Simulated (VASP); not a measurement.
Here is a VASP 6.6.1 calculation.

Contents of INCAR:

```
SYSTEM = TiB5
PREC = Accurate
ENCUT = 600
EDIFF = 1E-7
ISMEAR = 0
SIGMA = 0.1
LREAL = .False.
LASPH = .True.
NELM = 80
ALGO = Fast
ISIF = 3
LWAVE = .False.
LCHARG = .False.
GGA = PE
IBRION = 2
NSW = 100
EDIFFG = -0.01
```

Contents of KPOINTS:

```
Automatic mesh
0
Gamma
  12 12 14
  0 0 0
```

Contents of POSCAR:

```
TiB5
1.0
    4.1646889892      0.0000000000      0.0000000000
   -2.0823444946      3.6067264635      0.0000000000
    0.0000000000      0.0000000000      2.8869628635
Ti B
1 5
Direct
    0.0000000000      0.0000000000      0.0000000000
    0.0000000000      0.5000000000      0.5000000000
    0.3333333333      0.6666666667      0.0000000000
    0.6666666667      0.3333333333      0.0000000000
    0.5000000000      0.0000000000      0.5000000000
    0.5000000000      0.5000000000      0.5000000000
```

Potentials or basis: VASP PAW PBE potentials, release 64 (Ti_sv, B).

Launch:

```bash
$ cat potpaw_PBE.64/Ti_sv/POTCAR potpaw_PBE.64/B/POTCAR > POTCAR
$ mpirun -np 1 vasp_std > vasp.out
```

Task: What does it give for the band gap on the k mesh?

Result: None (metal or under the smearing width).

Task: Predict the relaxed volume.

Result: 7.22 Å³/atom.

Task: Estimate the relaxed cell.

Result: a = 4.159 Å, b = 4.159 Å, c = 2.894 Å, α = 90.00°, β = 90.00°, γ = 120.00°.

Task: Predict the space group after relaxing (to 0.05 Å).

Result: P6/mmm (No. 191).

Final structure:
```
Ti B
1.0
     4.15914    0.00000    0.00000
    -2.07957    3.60192    0.00000
     0.00000    0.00000    2.89362
Ti B
1 5
Direct
  0.00000 0.00000 0.00000
  0.00000 0.50000 0.50000
  0.33333 0.66667 0.00000
  0.66667 0.33333 0.00000
  0.50000 0.00000 0.50000
  0.50000 0.50000 0.50000
```
